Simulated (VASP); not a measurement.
Level of theory: PBE GGA, VASP's PBE PAW potentials (set 64) (plane waves; VASP 6.6.1).

VASP input:

**INCAR**
```
SYSTEM = GaN
PREC = Accurate
ENCUT = 480
EDIFF = 1E-6
NELM = 100
ALGO = Normal
LREAL = .FALSE.
LASPH = .TRUE.
ISMEAR = 0
SIGMA = 0.05
GGA = PE
LMAXMIX = 4
LWAVE = .FALSE.
LCHARG = .FALSE.
IBRION = 2
ISIF = 3
NSW = 60
EDIFFG = -0.02
```

File KPOINTS:
```
Regular mesh
0
Gamma
  7 7 4
0 0 0
```

**POSCAR**
```
GaN
1.0
  3.2450637856   0.0000000000   0.0000000000
 -1.6225318928   2.8103072637   0.0000000000
  0.0000000000   0.0000000000   5.2797813365
Ga N
2 2
Cartesian
  1.6225335153   0.9367681511   2.6351435936
 -0.0000016225   1.8735391126   5.2750342619
  1.6225335153   0.9367681511   4.6245557441
 -0.0000016225   1.8735391126   1.9846650758
```

POTCAR, in this order: Ga N (PBE.64 set). Program: vasp_std.

What VASP printed:

### OUTCAR
```
 ion  position               nearest neighbor table
   1  0.667  0.333  0.499-   4 1.98   4 1.98   4 1.98   3 1.99   2 3.24   2 3.24   2 3.24   2 3.24
                             2 3.24   2 3.24
   2  0.333  0.667  0.999-   3 1.98   3 1.98   3 1.98   4 1.99   1 3.24   1 3.24   1 3.24   1 3.24
                             1 3.24   1 3.24
   3  0.667  0.333  0.876-   2 1.98   2 1.98   2 1.98   1 1.99
   4  0.333  0.667  0.376-   1 1.98   1 1.98   1 1.98   2 1.99
  LATTYP: Found a hexagonal cell.
 ALAT       =     3.2450637856
 C/A-ratio  =     1.6270192777
 Subroutine PRICEL returns:
 Original cell was already a primitive cell.
 Subroutine GETGRP returns: Found 12 space group operations
The static configuration has the point symmetry C_3v.
 The point group associated with its full space group is C_6v.
The dynamic configuration has the point symmetry C_3v.
 Subroutine INISYM returns: Found 12 space group operations
 Subroutine IBZKPT returns following result:
 Found     24 irreducible k-points:

 Following reciprocal coordinates:
            Coordinates               Weight
  0.000000  0.000000  0.000000      1.000000
  0.142857 -0.000000  0.000000      6.000000
  0.285714  0.000000  0.000000      6.000000
  0.428571  0.000000  0.000000      6.000000
  0.142857  0.142857  0.000000      6.000000
  0.285714  0.142857  0.000000     12.000000
  0.428571  0.142857  0.000000      6.000000
  0.285714  0.285714  0.000000      6.000000
  0.000000  0.000000  0.250000      2.000000
  0.142857 -0.000000  0.250000     12.000000
  0.285714  0.000000  0.250000     12.000000
  0.428571  0.000000  0.250000     12.000000
  0.142857  0.142857  0.250000     12.000000
  0.285714  0.142857  0.250000     24.000000
  0.428571  0.142857  0.250000     12.000000
  0.285714  0.285714  0.250000     12.000000
  0.000000  0.000000  0.500000      1.000000
  0.142857 -0.000000  0.500000      6.000000
...
```

File OSZICAR:
```
       N       E                     dE             d eps       ncg     rms          rms(c)
DAV:   1     0.615573287407E+02    0.61557E+02   -0.70545E+03   576   0.110E+03
DAV:   2    -0.238903309130E+02   -0.85448E+02   -0.78890E+02   812   0.215E+02
DAV:   3    -0.282966861031E+02   -0.44064E+01   -0.43776E+01   744   0.550E+01
DAV:   4    -0.283432026726E+02   -0.46517E-01   -0.46451E-01   676   0.598E+00
DAV:   5    -0.283440516818E+02   -0.84901E-03   -0.84889E-03   744   0.758E-01    0.126E+01
DAV:   6    -0.244036497609E+02    0.39404E+01   -0.15009E+01   692   0.285E+01    0.509E+00
DAV:   7    -0.243922192274E+02    0.11431E-01   -0.80401E-01   624   0.702E+00    0.297E+00
DAV:   8    -0.243472133410E+02    0.45006E-01   -0.81507E-02   688   0.270E+00    0.484E-01
DAV:   9    -0.243424452100E+02    0.47681E-02   -0.17312E-02   744   0.105E+00    0.169E-01
DAV:  10    -0.243430383012E+02   -0.59309E-03   -0.17441E-03   624   0.334E-01    0.500E-02
DAV:  11    -0.243430358348E+02    0.24664E-05   -0.57228E-05   736   0.652E-02    0.182E-02
DAV:  12    -0.243430383542E+02   -0.25194E-05   -0.15932E-05   632   0.322E-02    0.700E-03
DAV:  13    -0.243430382861E+02    0.68083E-07   -0.34594E-07   476   0.580E-03
   1 F= -.24343038E+02 E0= -.24343038E+02  d E =-.243430E+02
```

**OUTCAR**
```
------------------------ aborting loop because EDIFF is reached ----------------------------------------
  FORCE on cell =-STRESS in cart. coord.  units (eV):
  Direction    XX          YY          ZZ          XY          YZ          ZX
  --------------------------------------------------------------------------------------
  Total        0.0447086      0.0447086      0.0387323      0.0000000      0.0000000      0.0000000
  in kB        1.4876786      1.4876781      1.2888161      0.0000000      0.0000000      0.0000000
  external PRESSURE =       1.4213909 kB  Pullay stress =       0.0000000 kB
  volume of cell :       48.15
      direct lattice vectors                 reciprocal lattice vectors
     3.245063786  0.000000000  0.000000000     0.308160352  0.177916489  0.000000000
    -1.622531893  2.810307264  0.000000000     0.000000000  0.355832977  0.000000000
     0.000000000  0.000000000  5.279781337     0.000000000  0.000000000  0.189401783
  FREE ENERGIE OF THE ION-ELECTRON SYSTEM (eV)
  ---------------------------------------------------
  free  energy   TOTEN  =       -24.3430382861 eV

  energy  without entropy=      -24.3430382861  energy(sigma->0) =      -24.34303829

 reached required accuracy - stopping structural energy minimisation
```
(Selected blocks of OUTCAR.)

The structure comes from a computed database's GaN entry (P6_3mc); how it stands against other phases isn't given here. It was relaxed first, which changed the volume by +5 %. The start is the result of an earlier pass.
